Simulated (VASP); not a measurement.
**Band gap of CdGeAs2: cutoff, mesh and cell**

Aim: test what besides the functional moves the gap of CdGeAs2. The starting structure is a cell with measured lattice constants from the literature and the atomic positions of a computed structure of the Materials Project. Cell and atoms stay as given unless a step says otherwise.

Main program and level: VASP 6.6.1; Kohn-Sham DFT with plane waves and PAW; LDA.

### 1. The structure

Symmetry: I-42d, No. 122, tetragonal system. Conventional cell: a = 5.943 Å, b = 5.943 Å, c = 11.215 Å, α = 90.00°, β = 90.00°, γ = 90.00°. Nearest to Cd lie 4 As at 2.63 Å. Nearest to As lie 2 Ge at 2.43 Å and 2 Cd at 2.63 Å. Ge has 4 As at 2.43 Å nearest. Farther neighbours are not listed.

As a file:

```xyz
8
Lattice="-2.9716 2.9716 5.6073 2.9716 -2.9716 5.6073 2.9716 2.9716 -5.6073" Properties=species:S:1:pos:R:3 pbc="T T T"
Cd    0.0000    0.0000    5.6073
Cd    2.9716    0.0000    2.8037
As    1.4858    1.3147   -1.4018
As    1.6568   -1.4858    7.0091
As    1.4858    1.6568    4.2055
As    1.3147    4.4573    1.4018
Ge    0.0000    2.9715    2.8037
Ge    0.0000    0.0000    0.0000
```

### 2. Reference bands

Input file INCAR:

```
SYSTEM = CdGeAs2
PREC = Accurate
ENCUT = 360
EDIFF = 1E-06
NELM = 100
ISMEAR = 0
SIGMA = 0.03
LREAL = .FALSE.
ALGO = Normal
GGA = CA
NBANDS = 56
LORBIT = 11
LWAVE = .FALSE.
LCHARG = .FALSE.
KPAR = 4
```

Input file POSCAR:

```
CdGeAs2
1.0
   -2.9715500000      2.9715500000      5.6073000000
    2.9715500000     -2.9715500000      5.6073000000
    2.9715500000      2.9715500000     -5.6073000000
Cd As Ge
2 4 2
Direct
    0.5000000000      0.5000000000      0.0000000000
    0.2500000000      0.7500000000      0.5000000000
    0.0962175700      0.1250000000      0.4712175700
    0.3750000000      0.9037824300      0.0287824300
    0.6537824300      0.6250000000      0.5287824300
    0.8750000000      0.3462175700      0.9712175700
    0.7500000000      0.2500000000      0.5000000000
    0.0000000000      0.0000000000      0.0000000000
```

Input file KPOINTS:

```
Automatic mesh
0
Gamma
6 6 6
0 0 0
```

Input file KPOINTS_OPT:

```
Line mode
8
Line-mode
Reciprocal
  0.00000000   0.00000000   0.00000000 GAMMA
  0.00000000   0.00000000   0.50000000 X

  0.00000000   0.00000000   0.50000000 X
 -0.14041985   0.14041985   0.50000000 Y

 -0.14041985   0.14041985   0.50000000 Y
 -0.32020992   0.32020992   0.32020992 S

 -0.32020992   0.32020992   0.32020992 S
  0.00000000   0.00000000   0.00000000 GAMMA

  0.00000000   0.00000000   0.00000000 GAMMA
  0.50000000   0.50000000  -0.50000000 Z

  0.50000000   0.50000000  -0.50000000 Z
  0.32020992   0.67979008  -0.32020992 S1

  0.32020992   0.67979008  -0.32020992 S1
  0.00000000   0.50000000   0.00000000 N

  0.00000000   0.50000000   0.00000000 N
  0.25000000   0.25000000   0.25000000 P

  0.25000000   0.25000000   0.25000000 P
  0.50000000   0.50000000  -0.14041985 Y1

  0.50000000   0.50000000  -0.14041985 Y1
  0.50000000   0.50000000  -0.50000000 Z

  0.00000000   0.00000000   0.50000000 X
  0.25000000   0.25000000   0.25000000 P
```

PAW data sets: Cd, As and Ge_d (LDA family, release 64).

Started as:

```console
$ mpirun -np 4 vasp_std
```

What it wrote:

```text
[banner, memory and clock lines left out]
running    4 mpi-ranks, on    1 nodes
 distrk:  each k-point on    1 cores,    4 groups
 distr:  one band on    1 cores,    1 groups

 POSCAR found type information on POSCAR CdAsGe
 POSCAR found :  3 types and       8 ions
 LDA part: xc-table for (Slater(with rela. corr.)+CA(PZ))
 , standard interpolation
 POSCAR, INCAR and KPOINTS ok, starting setup
 FFT: planning ... GRIDC
 FFT: planning ... GRID_SOFT
 FFT: planning ... GRID
 WAVECAR not read
 entering main loop
       N       E                     dE             d eps       ncg     rms          rms(c)
DAV:   1     0.595280547649E+03    0.59528E+03   -0.25831E+04  4432   0.170E+03
DAV:   2     0.559413205824E+02   -0.53934E+03   -0.50596E+03  3432   0.609E+02
DAV:   3    -0.315032940182E+02   -0.87445E+02   -0.86182E+02  3840   0.134E+02
DAV:   4    -0.363390249310E+02   -0.48357E+01   -0.48259E+01  3944   0.368E+01
DAV:   5    -0.364285537880E+02   -0.89529E-01   -0.89518E-01  3856   0.510E+00    0.911E+00
DAV:   6    -0.355134735360E+02    0.91508E+00   -0.10697E+00  3896   0.840E+00    0.706E+00
DAV:   7    -0.353841175880E+02    0.12936E+00   -0.60713E-01  4072   0.282E+00    0.249E+00
DAV:   8    -0.353712168248E+02    0.12901E-01   -0.70150E-02  3832   0.177E+00    0.478E-01
DAV:   9    -0.353695920847E+02    0.16247E-02   -0.80080E-03  3920   0.749E-01    0.103E-01
DAV:  10    -0.353693446377E+02    0.24745E-03   -0.79296E-04  3840   0.216E-01    0.515E-02
DAV:  11    -0.353693691665E+02   -0.24529E-04   -0.27639E-04  3808   0.751E-02    0.248E-02
DAV:  12    -0.353693629943E+02    0.61722E-05   -0.43305E-05  3544   0.449E-02    0.141E-02
DAV:  13    -0.353693635305E+02   -0.53627E-06   -0.35846E-06  3368   0.118E-02
   1 F= -.35369364E+02 E0= -.35369364E+02  d E =-.358567E-08
 Start KPOINTS_OPT (optional k-point list driver)
k-point batch [1-30\88]
       N       E                     dE             ncg
DAV:   1     0.212407959212E+03   -0.32961E+05     4432
DAV:   2    -0.159194010650E+05   -0.16132E+05     3400
DAV:   3    -0.185328354509E+05   -0.26134E+04     3784
DAV:   4    -0.186760108214E+05   -0.14318E+03     3912
DAV:   5    -0.186785775763E+05   -0.25668E+01     3808
DAV:   6    -0.186786353845E+05   -0.57808E-01     4008
DAV:   7    -0.186786377453E+05   -0.23609E-02     3824
DAV:   8    -0.186786378837E+05   -0.13840E-03     4048
DAV:   9    -0.186786378890E+05   -0.52904E-05     2832
DAV:  10    -0.186786378893E+05   -0.28675E-06     2368
[...]
k-point batch [61-88\88]
       N       E                     dE             ncg
DAV:   1     0.269114848928E+04   -0.38844E+05     4176
DAV:   2    -0.122444858049E+05   -0.14936E+05     3168
DAV:   3    -0.146595381896E+05   -0.24151E+04     3544
DAV:   4    -0.147907951303E+05   -0.13126E+03     3648
DAV:   5    -0.147931704301E+05   -0.23753E+01     3616
DAV:   6    -0.147932230577E+05   -0.52628E-01     3712
DAV:   7    -0.147932251878E+05   -0.21300E-02     3632
DAV:   8    -0.147932253122E+05   -0.12443E-03     3768
DAV:   9    -0.147932253171E+05   -0.48983E-05     2648
DAV:  10    -0.147932253174E+05   -0.27448E-06     2240
```

Wall time 90 s (4 MPI ranks of Intel Xeon 6975P-C (Granite Rapids), shared host); peak memory 1.8 GiB; 5.9 min of CPU time.

Lines that name or quote the potential files are left out of all logs, and their timing lines are given in words.

From OUTCAR (step 2):

```text
ion  position               nearest neighbor table
   1  0.500  0.500  0.000-   5 2.63   4 2.63   6 2.63   3 2.63
   2  0.250  0.750  0.500-   4 2.63   3 2.63   5 2.63   6 2.63
   3  0.096  0.125  0.471-   7 2.43   8 2.43   2 2.63   1 2.63
   4  0.375  0.904  0.029-   7 2.43   8 2.43   1 2.63   2 2.63
   5  0.654  0.625  0.529-   8 2.43   7 2.43   2 2.63   1 2.63
   6  0.875  0.346  0.971-   7 2.43   8 2.43   1 2.63   2 2.63
   7  0.750  0.250  0.500-   4 2.43   3 2.43   5 2.43   6 2.43
   8  0.000  0.000  0.000-   5 2.43   4 2.43   3 2.43   6 2.43

  LATTYP: Found a body centered tetragonal cell.
 ALAT       =     5.9431000000
 C/A-ratio  =     1.8869950026

 Subroutine GETGRP returns: Found  8 space group operations
 (whereof  4 operations were pure point group operations)

The static configuration has the point symmetry S_4 .
 The point group associated with its full space group is D_2d.

 Found     30 irreducible k-points:

   k-points           NKPTS =     30   k-points in BZ     NKDIM =     30   number of bands    NBANDS=     56

   dimension x,y,z NGX =    48 NGY =   48 NGZ =   48
   dimension x,y,z NGXF=    96 NGYF=   96 NGZF=   96

   ENCUT  =  360.0 eV  26.46 Ry    5.14 a.u.  10.84 10.84 10.84*2*pi/ulx,y,z

   NELECT =      72.0000    total number of electrons

 k-points in reciprocal lattice and weights: Automatic mesh
   0.00000000  0.00000000  0.00000000       0.005
   0.16666667  0.00000000 -0.00000000       0.037
   0.33333333  0.00000000 -0.00000000       0.037
   0.50000000 -0.00000000  0.00000000       0.019
   0.16666667  0.16666667 -0.00000000       0.037
   0.33333333  0.16666667 -0.00000000       0.074
   0.50000000  0.16666667  0.00000000       0.074
  -0.33333333  0.16666667  0.00000000       0.074
  -0.16666667  0.16666667  0.00000000       0.019
[...]
-0.33333333 -0.33333333  0.33333333       0.009
   0.50000000  0.50000000  0.50000000       0.005

 average (electrostatic) potential at core
       1 -39.2347       2 -39.2347       3 -54.7454       4 -54.7454       5 -54.7454
       6 -54.7454       7 -77.3387       8 -77.3387

 E-fermi :   2.9881

 k-point     1 :       0.0000    0.0000    0.0000
  band No.  band energies     occupation
    ...
     32       0.7846      2.00000
     33       0.7846      2.00000
     34       2.7309      2.00000
     35       2.8494      2.00000
     36       2.8494      2.00000
     37       3.0863      0.00000
     38       4.1828      0.00000
     39       4.6175      0.00000
     40       5.8631      0.00000
     41       5.8631      0.00000
    ...

 k-point     2 :       0.1667    0.0000   -0.0000
  band No.  band energies     occupation
    ...
     32       0.7583      2.00000
     33       0.9214      2.00000
     34       1.3899      2.00000
     35       2.5175      2.00000
     36       2.8810      2.00000
     37       4.0114      0.00000
     38       4.6226      0.00000
     39       5.0573      0.00000
     40       5.5609      0.00000
     41       5.9304      0.00000
    ...

 k-point     3 :       0.3333    0.0000   -0.0000
  band No.  band energies     occupation
    ...
     32       0.1384      2.00000
     33       0.7879      2.00000
     34       1.4716      2.00000
     35       1.9293      2.00000
     36       2.5600      2.00000
     37       4.5973      0.00000
     38       4.8838      0.00000
     39       5.6207      0.00000
     40       5.8743      0.00000
     41       6.0390      0.00000
    ...

  Total       -1.7084882     -1.7084882     -1.2828740      0.0000000      0.0000000      0.0000000
  in kB      -13.8211029    -13.8211029    -10.3780255      0.0000000      0.0000000      0.0000000
  external PRESSURE =     -12.6734104 kB  Pullay stress =       0.0000000 kB

  energy-cutoff  :      360.00
  volume of cell :      198.05
      direct lattice vectors                 reciprocal lattice vectors
    -2.971550000  2.971550000  5.607300000     0.000000000  0.168262355  0.089169476
     2.971550000 -2.971550000  5.607300000     0.168262355  0.000000000  0.089169476
     2.971550000  2.971550000 -5.607300000     0.168262355  0.168262355  0.000000000

 POSITION                                       TOTAL-FORCE (eV/Angst)
 -----------------------------------------------------------------------------------
      0.00000      0.00000      5.60730        -0.000000     -0.000000     -0.000000
      2.97155      0.00000      2.80365        -0.000000     -0.000000      0.000000
      1.48578      1.31472     -1.40183        -0.000000      0.231631     -0.000000
      1.65683     -1.48578      7.00913        -0.231631     -0.000000     -0.000000
      1.48578      1.65683      4.20548        -0.000000     -0.231631     -0.000000
      1.31472      4.45733      1.40182         0.231631     -0.000000     -0.000000
      0.00000      2.97155      2.80365        -0.000000     -0.000000      0.000000
      0.00000      0.00000      0.00000        -0.000000     -0.000000     -0.000000
 -----------------------------------------------------------------------------------
    total drift:                               -0.000001     -0.000001      0.000002

  FREE ENERGIE OF THE ION-ELECTRON SYSTEM (eV)
  ---------------------------------------------------
  free  energy   TOTEN  =       -35.3693635305 eV

  energy  without entropy=      -35.3693635270  energy(sigma->0) =      -35.36936353

 total charge
# of ion       s       p       d       tot
------------------------------------------
    1        0.509   0.364   9.489  10.362
    2        0.509   0.364   9.489  10.362
    3        1.239   1.534   0.033   2.806
    4        1.239   1.534   0.033   2.806
    5        1.239   1.534   0.033   2.806
    6        1.239   1.534   0.033   2.806
    7        1.139   1.179  10.058  12.377
    8        1.139   1.179  10.058  12.377
--------------------------------------------------
tot          8.251   9.225  39.224  56.700

[... 3 further parts left out ...]
```

Spin-orbit coupling is off here; it would split degenerate levels.

The reference gap is 0.097 eV.

### 3. Bands with cell and atoms relaxed by LDA

Against step 2 the input has another starting structure. The cell comes from a relaxation at this level, not shown (194.54 Å³).

INCAR is that of step 2.

Input file POSCAR:

```
CdGeAs2
1.0
   -2.9426499110      2.9426499110      5.6166470926
    2.9426499110     -2.9426499110      5.6166470926
    2.9426499110      2.9426499110     -5.6166470926
Cd As Ge
2 4 2
Direct
    0.5000000000      0.5000000000      0.0000000000
    0.2500000000      0.7500000000      0.5000000000
    0.1006570161      0.1250000000      0.4756570161
    0.3750000000      0.8993429839      0.0243429839
    0.6493429839      0.6250000000      0.5243429839
    0.8750000000      0.3506570161      0.9756570161
    0.7500000000      0.2500000000      0.5000000000
    0.0000000000      0.0000000000      0.0000000000
```

KPOINTS is that of step 2.

Input file KPOINTS_OPT:

```
Line mode
8
Line-mode
Reciprocal
  0.00000000   0.00000000   0.00000000 GAMMA
  0.00000000   0.00000000   0.50000000 X

  0.00000000   0.00000000   0.50000000 X
 -0.13724386   0.13724386   0.50000000 Y

 -0.13724386   0.13724386   0.50000000 Y
 -0.31862193   0.31862193   0.31862193 S

 -0.31862193   0.31862193   0.31862193 S
  0.00000000   0.00000000   0.00000000 GAMMA

  0.00000000   0.00000000   0.00000000 GAMMA
  0.50000000   0.50000000  -0.50000000 Z

  0.50000000   0.50000000  -0.50000000 Z
  0.31862193   0.68137807  -0.31862193 S1

  0.31862193   0.68137807  -0.31862193 S1
  0.00000000   0.50000000   0.00000000 N

  0.00000000   0.50000000   0.00000000 N
  0.25000000   0.25000000   0.25000000 P

  0.25000000   0.25000000   0.25000000 P
  0.50000000   0.50000000  -0.13724386 Y1

  0.50000000   0.50000000  -0.13724386 Y1
  0.50000000   0.50000000  -0.50000000 Z

  0.00000000   0.00000000   0.50000000 X
  0.25000000   0.25000000   0.25000000 P
```

Started as:

```console
$ mpirun -np 4 vasp_std
```

What it wrote:

```text
[... set-up lines as in an earlier step ...]
 entering main loop
       N       E                     dE             d eps       ncg     rms          rms(c)
DAV:   1     0.599278525718E+03    0.59928E+03   -0.25847E+04  4432   0.173E+03
DAV:   2     0.573624962695E+02   -0.54192E+03   -0.50871E+03  3416   0.613E+02
DAV:   3    -0.314858300550E+02   -0.88848E+02   -0.87478E+02  3768   0.136E+02
DAV:   4    -0.363698481010E+02   -0.48840E+01   -0.48727E+01  3984   0.371E+01
[...]
DAV:  11    -0.353936730091E+02   -0.24710E-04   -0.26731E-04  3792   0.749E-02    0.252E-02
DAV:  12    -0.353936666834E+02    0.63257E-05   -0.45418E-05  3536   0.475E-02    0.149E-02
DAV:  13    -0.353936672212E+02   -0.53782E-06   -0.38024E-06  3352   0.122E-02
   1 F= -.35393667E+02 E0= -.35393667E+02  d E =-.244389E-08
 Start KPOINTS_OPT (optional k-point list driver)
k-point batch [1-30\88]
       N       E                     dE             ncg
DAV:   1     0.515626539451E+03   -0.32955E+05     4432
DAV:   2    -0.156368993698E+05   -0.16153E+05     3384
DAV:   3    -0.182837792893E+05   -0.26469E+04     3824
DAV:   4    -0.184289126861E+05   -0.14513E+03     3952
[...]
DAV:   8    -0.184315753964E+05   -0.12750E-03     4056
DAV:   9    -0.184315754025E+05   -0.61107E-05     2912
DAV:  10    -0.184315754028E+05   -0.33093E-06     2392
[...]
k-point batch [61-88\88]
       N       E                     dE             ncg
DAV:   1     0.313367421874E+04   -0.38782E+05     4176
DAV:   2    -0.120308924068E+05   -0.15165E+05     3176
DAV:   3    -0.145218695478E+05   -0.24910E+04     3520
DAV:   4    -0.146597397566E+05   -0.13787E+03     3712
[...]
DAV:   8    -0.146623163852E+05   -0.12479E-03     3784
DAV:   9    -0.146623163905E+05   -0.53138E-05     2704
DAV:  10    -0.146623163908E+05   -0.30781E-06     2216
```

It took 99 s on 4 MPI ranks; peak memory 1.8 GiB.

From OUTCAR (step 3):

```text
  Total       -0.2222693     -0.2222693     -0.1912033      0.0000000      0.0000000      0.0000000
  in kB       -1.8305257     -1.8305257     -1.5746774      0.0000000      0.0000000      0.0000000
  external PRESSURE =      -1.7452429 kB  Pullay stress =       0.0000000 kB

 POSITION                                       TOTAL-FORCE (eV/Angst)
 -----------------------------------------------------------------------------------
      0.00000      0.00000      5.61665        -0.000000      0.000000     -0.000000
      2.94265      0.00000      2.80832        -0.000000      0.000000     -0.000000
      1.47132      1.32806     -1.40416        -0.000000      0.002601     -0.000000
      1.61459     -1.47132      7.02081        -0.002601      0.000000     -0.000000
      1.47132      1.61459      4.21249        -0.000000     -0.002601     -0.000000
      1.32806      4.41397      1.40416         0.002601      0.000000     -0.000000
      0.00000      2.94265      2.80832        -0.000000     -0.000000      0.000000
      0.00000      0.00000      0.00000        -0.000000      0.000000     -0.000000
 -----------------------------------------------------------------------------------
    total drift:                                0.000001      0.000001      0.000003

  FREE ENERGIE OF THE ION-ELECTRON SYSTEM (eV)
  ---------------------------------------------------
  free  energy   TOTEN  =       -35.3936672212 eV

  energy  without entropy=      -35.3936672188  energy(sigma->0) =      -35.39366722

[... 1 part as in an earlier step ...]

[... 2 further parts left out ...]
[key lines of the parts left out:]
E-fermi :   3.1579
```

With cell and atoms relaxed by LDA the gap is 0.101 eV, +0.004 eV from the reference.

### 4. Bands with no band path

Against step 2 the input has no band path (also changed: NBANDS).

Edit INCAR of step 3 so:

```diff
@@ -10,3 +10,3 @@
 GGA = CA
-NBANDS = 56
+NBANDS = 44
 LORBIT = 11
```

Input file POSCAR:

```
CdGeAs2
1.0
   -2.9715500000      2.9715500000      5.6073000000
    2.9715500000     -2.9715500000      5.6073000000
    2.9715500000      2.9715500000     -5.6073000000
Cd As Ge
2 4 2
Direct
    0.5000000000      0.5000000000      0.0000000000
    0.2500000000      0.7500000000      0.5000000000
    0.0962175700      0.1250000000      0.4712175700
    0.3750000000      0.9037824300      0.0287824300
    0.6537824300      0.6250000000      0.5287824300
    0.8750000000      0.3462175700      0.9712175700
    0.7500000000      0.2500000000      0.5000000000
    0.0000000000      0.0000000000      0.0000000000
```

KPOINTS is that of step 3.

Started as:

```console
$ mpirun -np 4 vasp_std
```

What it wrote:

```text
[... set-up lines as in an earlier step ...]
 entering main loop
       N       E                     dE             d eps       ncg     rms          rms(c)
DAV:   1     0.604200192929E+03    0.60420E+03   -0.27478E+04  3332   0.216E+03
DAV:   2     0.551946183030E+02   -0.54901E+03   -0.53276E+03  2688   0.687E+02
DAV:   3    -0.317242103376E+02   -0.86919E+02   -0.85571E+02  3056   0.160E+02
DAV:   4    -0.363324759684E+02   -0.46083E+01   -0.45931E+01  3096   0.433E+01
[...]
DAV:  13    -0.353693645712E+02   -0.10390E-05   -0.79039E-06  2812   0.166E-02    0.985E-03
DAV:  14    -0.353693633737E+02    0.11974E-05   -0.44194E-06  2668   0.169E-02    0.149E-03
DAV:  15    -0.353693633954E+02   -0.21693E-07   -0.78919E-07  1608   0.419E-03
   1 F= -.35369363E+02 E0= -.35369363E+02  d E =-.358225E-08
```

The job ended after 32 s (4 MPI ranks; peak memory 1.3 GiB).

Parts of OUTCAR (step 4):

```text
  Total       -1.6907027     -1.6907027     -1.2650005      0.0000000     -0.0000000      0.0000000
  in kB      -13.6772238    -13.6772238    -10.2334346      0.0000000     -0.0000000      0.0000000
  external PRESSURE =     -12.5292941 kB  Pullay stress =       0.0000000 kB

 POSITION                                       TOTAL-FORCE (eV/Angst)
 -----------------------------------------------------------------------------------
      0.00000      0.00000      5.60730         0.000000     -0.000000      0.000000
      2.97155      0.00000      2.80365         0.000000     -0.000000     -0.000000
      1.48578      1.31472     -1.40183         0.000000      0.231560     -0.000000
      1.65683     -1.48578      7.00913        -0.231560     -0.000000      0.000000
      1.48578      1.65683      4.20548         0.000000     -0.231560      0.000000
      1.31472      4.45733      1.40182         0.231560     -0.000000     -0.000000
      0.00000      2.97155      2.80365         0.000000     -0.000000      0.000000
      0.00000      0.00000      0.00000         0.000000     -0.000000      0.000000
 -----------------------------------------------------------------------------------
    total drift:                               -0.000002     -0.000002      0.000001

  FREE ENERGIE OF THE ION-ELECTRON SYSTEM (eV)
  ---------------------------------------------------
  free  energy   TOTEN  =       -35.3693633954 eV

  energy  without entropy=      -35.3693633918  energy(sigma->0) =      -35.36936339

[... 1 part as in an earlier step ...]

[... 2 further parts left out ...]
[key lines of the parts left out:]
E-fermi :   2.9882
```

With no band path the gap is 0.205 eV, +0.108 eV from the reference, read on the mesh alone.

(Continued in part 2 of 2.)

[Lines on the potential files, build, host, timing and source positions are cut from VASP's logs without a mark.]

[Logs are printed without paths, hosts, clocks, repeated set-up lines and the standing remarks that a program may print on its own settings, such as how far it seeks lower states.]

[Hosts, paths, dates, database ids (printed as entryN), source tags and the programs' standing remarks are cut or masked in the printed files.]
